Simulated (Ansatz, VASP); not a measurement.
# Cross-check of TiW7 (random alloy of the bcc W-Ti line, x = 0.125) between VASP and Ansatz, part 2 of 2

One calculation is typed for both programs; each brings its own data sets. How far apart do they land? Of the first pair: The structure shown is the start of the Ansatz relaxation below; VASP solves that cell, so the two are compared at the walk's first step.

VASP 6.6.1 and Ansatz 0.2.0.

So far: Starting point; Ansatz: relaxation, PBE; VASP: single point, PBE, start cell, pair 1.

## (4) Comparison

Known differences besides the potentials themselves: the data sets hold 880 valence electrons in Ansatz (on its default PAW (the set named soft_2) files) and 432 in VASP; the cutoff is 420 eV in Ansatz and 520 eV in VASP (PREC = Accurate, projectors in real space). Total energies have different zeros and are not compared.

Forces on 10 of the 64 atoms, those with the largest forces and the largest differences (eV/Å; atoms numbered as in POSCAR):

| atom | Ansatz x, y, z | VASP x, y, z |
| --- | --- | --- |
| W2 | 0.471, -0.086, 0.621 | 0.416, -0.095, 0.555 |
| W12 | 0.659, -0.597, 0.208 | 0.626, -0.593, 0.193 |
| W13 | 0.381, 0.313, -0.711 | 0.359, 0.385, -0.683 |
| W20 | 0.909, 0.502, 0.163 | 0.948, 0.466, 0.171 |
| W21 | 1.081, 0.417, -0.311 | 1.113, 0.404, -0.303 |
| W31 | -0.483, 0.779, -0.210 | -0.500, 0.785, -0.157 |
| W34 | -0.440, 0.690, -0.521 | -0.439, 0.667, -0.483 |
| W43 | 0.609, 0.589, -0.318 | 0.622, 0.524, -0.272 |
| W49 | -0.709, 0.906, 0.253 | -0.680, 0.859, 0.242 |
| W50 | -0.563, -1.013, 0.188 | -0.585, -1.000, 0.227 |

The forces differ by 28 meV/Å r.m.s., which is 7.9 % of the r.m.s. force of 0.360 eV/Å (both taken over all components).

## (5) Ansatz: relaxation, PBE

This run makes the geometry at which the two programs are then compared. The cell compared in this pair holds 1028.53 Å³, against 1041.83 Å³ for the pair before.

The structure compared here is the end of the Ansatz relaxation.

File input.yaml:

```yaml
crystal:
  lattice:
    - [12.7725, 0.0, 0.0]
    - [0.0, 12.7725, 0.0]
    - [0.0, 0.0, 6.38625]
  atoms:
    - { symbol: W, position: [0.00254, 0.99904, 0.99835] }
    - { symbol: W, position: [0.12332, 0.12636, 0.24279] }
    - { symbol: W, position: [0.00273, 0.99881, 0.501] }
    - { symbol: Ti, position: [0.12461, 0.12729, 0.74355] }
    - { symbol: W, position: [0.9995, 0.2494, 0.00355] }
    - { symbol: Ti, position: [0.12328, 0.37473, 0.24725] }
    - { symbol: W, position: [7.0e-05, 0.25091, 0.49655] }
    - { symbol: W, position: [0.12679, 0.37641, 0.75157] }
    - { symbol: W, position: [0.00141, 0.49893, 0.99962] }
    - { symbol: W, position: [0.12353, 0.62458, 0.25166] }
    - { symbol: W, position: [0.99892, 0.49938, 0.49785] }
    - { symbol: W, position: [0.12368, 0.62395, 0.74996] }
    - { symbol: Ti, position: [0.99825, 0.75037, 0.0052] }
    - { symbol: W, position: [0.12616, 0.8747, 0.24722] }
    - { symbol: W, position: [0.99883, 0.75265, 0.50016] }
    - { symbol: W, position: [0.124, 0.8753, 0.75658] }
    - { symbol: W, position: [0.25019, 0.00097, 0.00094] }
    - { symbol: W, position: [0.37445, 0.12321, 0.24891] }
    - { symbol: W, position: [0.24967, 0.00092, 0.50263] }
    - { symbol: W, position: [0.37646, 0.12545, 0.75277] }
    - { symbol: W, position: [0.24882, 0.25196, 0.00161] }
    - { symbol: W, position: [0.37453, 0.37576, 0.24976] }
    - { symbol: Ti, position: [0.25177, 0.25238, 0.50684] }
    - { symbol: W, position: [0.37281, 0.37274, 0.74842] }
    - { symbol: Ti, position: [0.25025, 0.50137, 0.00099] }
    - { symbol: W, position: [0.37183, 0.62452, 0.25259] }
    - { symbol: W, position: [0.25036, 0.50119, 0.4993] }
    - { symbol: W, position: [0.37469, 0.62529, 0.75128] }
    - { symbol: W, position: [0.25031, 0.75019, 0.9979] }
    - { symbol: Ti, position: [0.37559, 0.87519, 0.25354] }
    - { symbol: Ti, position: [0.25188, 0.75029, 0.49882] }
    - { symbol: W, position: [0.374, 0.87566, 0.75024] }
    - { symbol: W, position: [0.49946, 7.0e-05, 0.99806] }
    - { symbol: Ti, position: [0.62609, 0.1243, 0.25383] }
    - { symbol: W, position: [0.50063, 0.00093, 0.49657] }
    - { symbol: W, position: [0.62527, 0.12616, 0.74701] }
    - { symbol: W, position: [0.49958, 0.25005, 0.9957] }
    - { symbol: W, position: [0.62549, 0.37632, 0.24731] }
    - { symbol: W, position: [0.50055, 0.24795, 0.49988] }
    - { symbol: W, position: [0.62247, 0.37676, 0.75128] }
    - { symbol: W, position: [0.49996, 0.49879, 0.00399] }
    - { symbol: W, position: [0.62808, 0.62209, 0.25387] }
    - { symbol: W, position: [0.50255, 0.50053, 0.49624] }
    - { symbol: W, position: [0.62635, 0.62472, 0.74811] }
    - { symbol: W, position: [0.49807, 0.75086, 0.00248] }
    - { symbol: W, position: [0.62402, 0.87582, 0.24642] }
    - { symbol: W, position: [0.50126, 0.75007, 0.49942] }
    - { symbol: W, position: [0.62484, 0.87636, 0.75235] }
    - { symbol: W, position: [0.75083, 0.00022, 0.00024] }
    - { symbol: W, position: [0.87597, 0.12536, 0.25214] }
    - { symbol: W, position: [0.74951, 0.99619, 0.50325] }
    - { symbol: W, position: [0.87842, 0.12569, 0.74969] }
    - { symbol: W, position: [0.74979, 0.24981, 5.0e-05] }
    - { symbol: W, position: [0.87324, 0.37419, 0.24688] }
    - { symbol: W, position: [0.75039, 0.24954, 0.50155] }
    - { symbol: W, position: [0.87473, 0.37654, 0.75067] }
    - { symbol: W, position: [0.75343, 0.49703, 0.99797] }
    - { symbol: W, position: [0.87641, 0.62896, 0.24922] }
    - { symbol: W, position: [0.75007, 0.49965, 0.50417] }
    - { symbol: W, position: [0.87455, 0.62606, 0.749] }
    - { symbol: W, position: [0.74801, 0.75049, 0.00158] }
    - { symbol: W, position: [0.87703, 0.87483, 0.24807] }
    - { symbol: W, position: [0.75088, 0.75038, 0.50088] }
    - { symbol: W, position: [0.87489, 0.87682, 0.75116] }
kpoints:
  mp_grid: { grid: [2, 2, 3] }
hamiltonian:
  xc: pbe
scf:
  occupations: { method: fermi_dirac, width: 0.1 }
output:
  forces: true
relax:
  f_tol: 0.04
  max_steps: 150
  cell: {}
```

Started as:

```
$ ansatz run input.yaml --threads 6 --pin off --max-ram 102400MiB --backend cuda --events-out ev --progress --plain --runs-dir out
```

Numbers of over 12 decimals in the logs are rounded to 6 here.

Log:

```text
[...]
GPU FFT provider: cuFFT
GPU libraries: cuBLAS 13.8.2, cuFFT 12.4.0, cuSOLVER 12.3.4
Crystal: 64 atoms, lattice volume = 1041.832 Å³
Basis set: ecut = 420 eV, 20309 PW (Γ), exchange–correlation on 180×180×90 points (8 copies of the dense FFT grid, shifted against one another)
Bands: 528, of which v1, the nominal top of the filled ones, is band 440 counted from 1 (439 counted from 0)
Symmetry: 1 space group operations
[...]
k-points: 8 of 12 (time reversal used)
[...]
- { symbol: Ti, position: [0.251049, 0.250295, 0.500384] }
[...]
- { symbol: Ti, position: [0.250446, 0.500519, -0.000533859] }
[...]
- { symbol: Ti, position: [0.375428, 0.875936, 0.249563] }
    - { symbol: Ti, position: [0.249704, 0.749787, 0.500580] }
[...]
- { symbol: Ti, position: [0.625533, 0.125455, 0.250079] }
[...]
- { symbol: W, position: [0.750845, 0.750173, 4.2923751949691473e-5] }
    - { symbol: W, position: [0.875304, 0.875776, 0.250503] }
    - { symbol: W, position: [0.750088, 0.750141, 0.499994] }
    - { symbol: W, position: [0.874203, 0.875784, 0.749842] }
```

## (6) VASP: single point, PBE, relaxed cell, pair 2

The same cell, functional, mesh and smearing now go to VASP, with its own data sets.

File INCAR:

```
SYSTEM = TiW7
PREC = Accurate
ENCUT = 600
EDIFF = 1E-06
NELM = 120
ISMEAR = -1
SIGMA = 0.1
LREAL = Auto
ALGO = Normal
GGA = PE
NBANDS = 264
LASPH = .TRUE.
LORBIT = 11
LWAVE = .FALSE.
LCHARG = .FALSE.
ISIF = 2
GGA_COMPAT = .FALSE.
KPAR = 8
```

File POSCAR:

```
TiW7
1.0
   12.7146550000      0.0008130000     -0.0019740000
    0.0008130000     12.7165750000     -0.0035950000
   -0.0009870000     -0.0017970000      6.3612260000
W Ti
56 8
Direct
    0.0002900000      0.9984900000      0.0009200000
    0.1248200000      0.1258800000      0.2493200000
    0.9998000000      0.9994800000      0.5002300000
    0.9994300000      0.2499300000      0.0006600000
    0.0002000000      0.2500100000      0.5007300000
    0.1243000000      0.3740400000      0.7507000000
    0.0008500000      0.5020800000      0.9991500000
    0.1245100000      0.6239000000      0.2505900000
    0.9995800000      0.5005700000      0.5000900000
    0.1247500000      0.6252200000      0.7502600000
    0.1260600000      0.8757700000      0.2499800000
    0.0014300000      0.7497600000      0.5002900000
    0.1252000000      0.8767800000      0.7503500000
    0.2499700000      0.0001000000      0.0005200000
    0.3763800000      0.1239300000      0.2505000000
    0.2497900000      0.9998300000      0.5003100000
    0.3747300000      0.1248300000      0.7512400000
    0.2505700000      0.2511400000      0.0000100000
    0.3750500000      0.3749900000      0.2495000000
    0.3761800000      0.3748100000      0.7497700000
    0.3759500000      0.6263100000      0.2493200000
    0.2499900000      0.5011100000      0.5010600000
    0.3759600000      0.6253600000      0.7493700000
    0.2488700000      0.7488700000      0.9998400000
    0.3759700000      0.8759600000      0.7510700000
    0.5001200000      0.0007100000      0.9991200000
    0.5008600000      0.0004200000      0.5000200000
    0.6249200000      0.1247500000      0.7500900000
    0.5002100000      0.2507700000      0.9997400000
    0.6255200000      0.3745400000      0.2498800000
    0.4988100000      0.2510600000      0.5003000000
    0.6253100000      0.3752700000      0.7499100000
    0.4985600000      0.5002400000      0.9995400000
    0.6253100000      0.6253000000      0.2499000000
    0.5004600000      0.5002600000      0.4999100000
    0.6249800000      0.6256100000      0.7499300000
    0.5004300000      0.7500000000      0.9998200000
    0.6244500000      0.8761700000      0.2500600000
    0.4994200000      0.7493400000      0.5004800000
    0.6252800000      0.8750500000      0.7500200000
    0.7505400000      0.9999600000      0.9998600000
    0.8741800000      0.1253400000      0.2502300000
    0.7511000000      0.9994700000      0.5003800000
    0.8762600000      0.1258000000      0.7503000000
    0.7501200000      0.2505200000      0.0000500000
    0.8762500000      0.3746600000      0.2502000000
    0.7501200000      0.2505300000      0.5004200000
    0.8741000000      0.3746400000      0.7502100000
    0.7496100000      0.5002200000      0.9999600000
    0.8742900000      0.6249200000      0.2505100000
    0.7502400000      0.5006900000      0.4999800000
    0.8744100000      0.6244900000      0.7495600000
    0.7508400000      0.7501700000      0.0000400000
    0.8753000000      0.8757800000      0.2505000000
    0.7500900000      0.7501400000      0.4999900000
    0.8742000000      0.8757800000      0.7498400000
    0.1250500000      0.1243300000      0.7509100000
    0.1241400000      0.3750100000      0.2507200000
    0.9997600000      0.7503900000      0.0002100000
    0.2510500000      0.2502900000      0.5003800000
    0.2504500000      0.5005200000      0.9994700000
    0.3754300000      0.8759400000      0.2495600000
    0.2497000000      0.7497900000      0.5005800000
    0.6255300000      0.1254500000      0.2500800000
```

File KPOINTS:

```
Automatic mesh
0
Gamma
2 2 3
0 0 0
```

The projector-augmented-wave data sets are W and Ti_sv (PBE family, release 64).

Started as:

```
$ mpirun -np 8 vasp_std
```

Log:

```text
[banner, memory and clock lines left out]
running    8 mpi-ranks, on    1 nodes
[...]
[... a notice as in an earlier step ...]

 LDA part: xc-table for (Slater+PW92), standard interpolation
 POSCAR, INCAR and KPOINTS ok, starting setup
[...]
entering main loop
       N       E                     dE             d eps       ncg     rms          rms(c)
DAV:   1     0.365634401920E+04    0.36563E+04   -0.20755E+05  4264   0.178E+03
DAV:   2    -0.148778152254E+03   -0.38051E+04   -0.36672E+04  4224   0.497E+02
DAV:   3    -0.769404617365E+03   -0.62063E+03   -0.58458E+03  6448   0.151E+02
DAV:   4    -0.839013457921E+03   -0.69609E+02   -0.67664E+02  6568   0.488E+01
[...]
DAV:  23    -0.796526108374E+03    0.53767E-05   -0.16829E-05  5904   0.104E-02    0.635E-03
DAV:  24    -0.796526105702E+03    0.26722E-05   -0.52659E-06  4240   0.610E-03    0.487E-03
DAV:  25    -0.796526105058E+03    0.64373E-06   -0.10850E-06  2776   0.334E-03
   1 F= -.79652611E+03 E0= -.79606703E+03  d E =-.918152E+00
```

OUTCAR, selected parts (step 6):

```text
  Total      -18.2069370    -18.3157565    -18.3436729     -0.0467292      0.0322013      0.0421163
  in kB      -28.3616802    -28.5311927    -28.5746792     -0.0727920      0.0501612      0.0656063
  external PRESSURE =     -28.4891840 kB  Pullay stress =       0.0000000 kB

 POSITION                                       TOTAL-FORCE (eV/Angst)
 -----------------------------------------------------------------------------------
      0.00450     12.69737      0.00226        -0.017585     -0.046001      0.025717
      1.58690      1.60042      1.58528        -0.035097     -0.019535     -0.030078
     12.71243     12.70988      3.17651        -0.036683     -0.037185     -0.017919
     12.70761      3.17906      0.00133        -0.065779     -0.005963     -0.000544
      0.00225      3.17837      3.18436        -0.061339      0.005966      0.006797
      1.57999      4.75526      4.77378        -0.066628     -0.013079      0.002241
      0.01023      6.38294      6.35401        -0.009880      0.052449     -0.020589
      1.58336      7.93352      1.59157        -0.045648     -0.037605      0.025482
     12.70923      6.36545      3.17741        -0.035298      0.033209      0.017961
      1.58592      7.94941      4.77008        -0.030943     -0.021911     -0.022149
      1.60327     11.13645      1.58678         0.000579      0.062063     -0.007201
      0.01830      9.53348      3.17976         0.006799     -0.011659     -0.000347
      1.59185     11.14839      4.76975        -0.004587      0.070236      0.000204
      3.17828      0.00147      0.00281        -0.002201     -0.005991     -0.003183
[...]
-----------------------------------------------------------------------------------
    total drift:                               -0.002259      0.007218      0.001704

  FREE ENERGIE OF THE ION-ELECTRON SYSTEM (eV)
  ---------------------------------------------------
  free  energy   TOTEN  =      -796.5261050583 eV

  energy  without entropy=     -795.6079529881  energy(sigma->0) =     -796.06702902

[... 1 further part left out ...]
```

The run ends at a pressure of -2.85 GPa, with forces up to 0.083 eV/Å.

## (7) Comparison

What differs besides the data sets and the points named for the pairs above, as far as they apply: the data sets hold 880 valence electrons in Ansatz (on its default PAW (the set named soft_2) files) and 432 in VASP; the cutoff is 420 eV in Ansatz and 600 eV in VASP (PREC = Accurate, projectors in real space). Total energies have different zeros and are not compared.

The two programs side by side:

| quantity | Ansatz | VASP | difference |
| --- | --- | --- | --- |
| pressure (GPa) | 0.00 | -2.85 | +2.85 |

Forces on 7 of the 64 atoms, those with the largest forces and the largest differences (eV/Å; atoms numbered as in POSCAR):

| atom | Ansatz x, y, z | VASP x, y, z |
| --- | --- | --- |
| W6 | -0.007, -0.003, -0.004 | -0.067, -0.013, 0.002 |
| W13 | 0.002, 0.001, 0.001 | -0.005, 0.070, 0.000 |
| W20 | 0.000, -0.002, -0.002 | 0.082, -0.013, 0.002 |
| W21 | 0.003, 0.003, 0.000 | 0.073, 0.010, -0.006 |
| W23 | 0.002, 0.000, 0.002 | 0.074, -0.006, -0.004 |
| W52 | 0.002, -0.008, 0.000 | -0.033, -0.050, -0.029 |
| W56 | -0.002, -0.002, -0.001 | -0.047, 0.044, -0.025 |

The forces differ by 27 meV/Å r.m.s., where the r.m.s. force is 0.003 eV/Å in Ansatz and 0.027 eV/Å in VASP: the atoms lie near their places of rest in Ansatz, so a percentage would say little (all taken over all components).

## (8) What came out

```yaml
r_m_s_force_difference_single_point_pbe_start_cell_pair_1: 7.9 % of the r.m.s. force
r_m_s_force_difference_single_point_pbe_relaxed_cell_pair_2: 27 meV/Å
difference_in_pressure_single_point_pbe_relaxed_cell_pair_2: 2.9 GPa
```

In words: The difference in pressure is 2.9 GPa (single point, PBE, relaxed cell, pair 2), beyond the 1 GPa picked in this series as the mark of a large difference. The data sets hold unlike numbers of valence electrons (880 in Ansatz and 432 in VASP), so part of the differences comes from the potentials. What causes the difference of the single point, PBE, start cell, pair 1 pair stays open here. By the marks of this series, far apart in the single point, PBE, relaxed cell, pair 2 pair: the r.m.s. force difference, 27 meV/Å and the difference in pressure, 2.9 GPa. What causes the difference of the single point, PBE, relaxed cell, pair 2 pair stays open here. How closely two codes agree says nothing of how well the functional describes the real material.

[Lines on the potential files, build, host, timing and source positions are cut from VASP's logs without a mark.]

[Logs are printed without paths, hosts, clocks, repeated set-up lines and the standing remarks that a program may print on its own settings, such as how far it seeks lower states.]

[Hosts, paths, dates, database ids (printed as entryN), source tags and the programs' standing remarks are cut or masked in the printed files.]
